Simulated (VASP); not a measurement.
Computed with r2SCAN+rVV10, VASP's PBE PAW potentials (set 64) (plane waves; VASP 6.6.1).

Input for VASP

INCAR:
```
SYSTEM=GaSb
PREC=Accurate; ENCUT=520; LREAL=.False.
LASPH=.True.
EDIFF=1E-7; NELM=100; ALGO=Normal
LMAXMIX=4; LMIXTAU=.True.
ISMEAR=0; SIGMA=0.05
METAGGA=R2SCAN; LUSE_VDW=.True.; BPARAM=11.95
CPARAM=0.0093
ISIF=2
LWAVE=.False.; LCHARG=.False.
```

POSCAR:
```
GaSb
1.0
  0.0000000000   3.0551917411   3.0551917411
  3.0551917411   0.0000000000   3.0551917411
  3.0551917411   3.0551917411   0.0000000000
Ga Sb
1 1
direct
  0.0000000000   0.0000000000   0.0000000000
  0.2500000000   0.2500000000   0.2500000000
```

### KPOINTS
```
kpoints
0
G
 8 8 8
```

POTCAR, in this order: Ga_d Sb (PBE.64 set). Program: vasp_std.

Output of the run:

**OSZICAR**
```
       N       E                     dE             d eps       ncg     rms          rms(c)
DAV:   1     0.489979671318E+02    0.48998E+02   -0.91141E+03   754   0.174E+03
DAV:   2    -0.327998518275E+02   -0.81798E+02   -0.79478E+02   824   0.323E+02
DAV:   3    -0.387029249934E+02   -0.59031E+01   -0.58813E+01   909   0.748E+01
DAV:   4    -0.388116904585E+02   -0.10877E+00   -0.10874E+00   888   0.114E+01
DAV:   5    -0.388141779926E+02   -0.24875E-02   -0.24875E-02   996   0.153E+00    0.294E+00
DAV:   6    -0.369402807877E+02    0.18739E+01   -0.42388E-01   829   0.118E+01    0.201E+00
DAV:   7    -0.370550157305E+02   -0.11473E+00   -0.39529E-01   829   0.814E+00    0.653E-01
DAV:   8    -0.369596050925E+02    0.95411E-01   -0.23746E-01   794   0.565E+00    0.186E-01
DAV:   9    -0.369757213898E+02   -0.16116E-01   -0.14740E-02   839   0.118E+00    0.228E-01
DAV:  10    -0.369754137801E+02    0.30761E-03   -0.60692E-03   779   0.916E-01    0.554E-01
DAV:  11    -0.369789593946E+02   -0.35456E-02   -0.19159E-02   769   0.137E+00    0.544E-02
DAV:  12    -0.369771691949E+02    0.17902E-02   -0.17106E-03   789   0.388E-01    0.539E-02
DAV:  13    -0.369779455462E+02   -0.77635E-03   -0.17354E-04   874   0.147E-01    0.487E-02
DAV:  14    -0.369789770010E+02   -0.10315E-02   -0.83379E-04   759   0.235E-01    0.272E-02
DAV:  15    -0.369789618735E+02    0.15128E-04   -0.10759E-04   968   0.951E-02    0.616E-03
DAV:  16    -0.369790220513E+02   -0.60178E-04   -0.47798E-05   759   0.616E-02    0.261E-03
DAV:  17    -0.369790232168E+02   -0.11655E-05   -0.40446E-06  1026   0.290E-02    0.252E-03
DAV:  18    -0.369790238381E+02   -0.62124E-06   -0.33650E-07   759   0.845E-03    0.814E-04
DAV:  19    -0.369790236781E+02    0.15994E-06   -0.35545E-08   452   0.234E-03    0.308E-04
DAV:  20    -0.369790236108E+02    0.67274E-07   -0.57036E-08   462   0.406E-03
   1 F= -.36979024E+02 E0= -.36979024E+02  d E =-.290050E-13
```

File OUTCAR:
```
------------------------ aborting loop because EDIFF is reached ----------------------------------------
  FORCE on cell =-STRESS in cart. coord.  units (eV):
  Direction    XX          YY          ZZ          XY          YZ          ZX
  --------------------------------------------------------------------------------------
  Total        0.0115347      0.0115347      0.0115347     -0.0000000      0.0000000      0.0000000
  in kB        0.3240206      0.3240206      0.3240206     -0.0000000      0.0000000      0.0000000
  external PRESSURE =       0.3240206 kB  Pullay stress =       0.0000000 kB
  volume of cell :       57.04
      direct lattice vectors                 reciprocal lattice vectors
     0.000000000  3.055191741  3.055191741    -0.163655850  0.163655850  0.163655850
     3.055191741  0.000000000  3.055191741     0.163655850 -0.163655850  0.163655850
     3.055191741  3.055191741  0.000000000     0.163655850  0.163655850 -0.163655850
  FREE ENERGIE OF THE ION-ELECTRON SYSTEM (eV)
  ---------------------------------------------------
  free  energy   TOTEN  =       -36.9790236108 eV

  energy  without entropy=      -36.9790236108  energy(sigma->0) =      -36.97902361
```
(Selected blocks of OUTCAR.)

The compound is GaSb in the zinc blende structure. It was relaxed first.
